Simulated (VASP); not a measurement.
# KPt: single point with revTPSS+D3(BJ)

Crystal: KPt.

```xyz
2
Lattice="3.0008 0.0000 0.0000 -1.5004 2.5988 0.0000 0.0000 0.0000 5.3456" Properties=species:S:1:pos:R:3 pbc="T T T"
Pt    1.5004    0.8663    0.0000
K     0.0000    0.0000    2.6728
```

The cell comes from a database or a generator and needn't be the stable form of this composition.

```json
{
  "Program": "VASP 6.6.1",
  "Task": "single point",
  "Functional": "revTPSS",
  "Dispersion": "D3(BJ)",
  "Potentials or basis": "VASP PAW PBE potentials, release 64 (Pt, K_sv)",
  "Cutoff": "520 eV",
  "k mesh": "10 × 10 × 5",
  "Occupations": "gaussian, width 0.05 eV",
  "Spin": "no spin polarisation",
  "Further INCAR settings": "ALGO = Normal; EDIFF = 1.00e-06; NBANDS = 16"
}
```

The pressure is -7.7 GPa and the band gap on the k mesh is none (metal or under the smearing width). The dispersion energy per atom is -0.593 eV.

Stress tensor (GPa, compression positive):
```
-8.56  0.00  0.00
 0.00 -8.56  0.00
 0.00  0.00 -5.85
```

Levels at points of the mesh, in eV from the Fermi level:
| k point | band 7 | band 8 | band 9 | band 10 | band 11 | band 12 | band 13 | band 14 |
| --- | --- | --- | --- | --- | --- | --- | --- | --- |
| (0.00, 0.00, 0.00) | -2.35 | -2.35 | -1.02 | -1.02 | 1.64 | 2.10 | 6.01 | 6.01 |
| (0.50, 0.00, 0.00) | -2.21 | -1.54 | 0.07 | 0.50 | 1.95 | 2.49 | 3.69 | 8.52 |

It took 79 s on 1 thread of Intel(R) Xeon(R) Platinum 8559C (Emerald Rapids), with other jobs on the host, peak memory 0.19 GiB.

Caveat: the PAW data sets were made with another functional, which shifts forces and pressure a little; pairwise dispersion overbinds metals, which lowers pressure and volume. The run has no spin-orbit coupling, so splittings on Pt are missing.
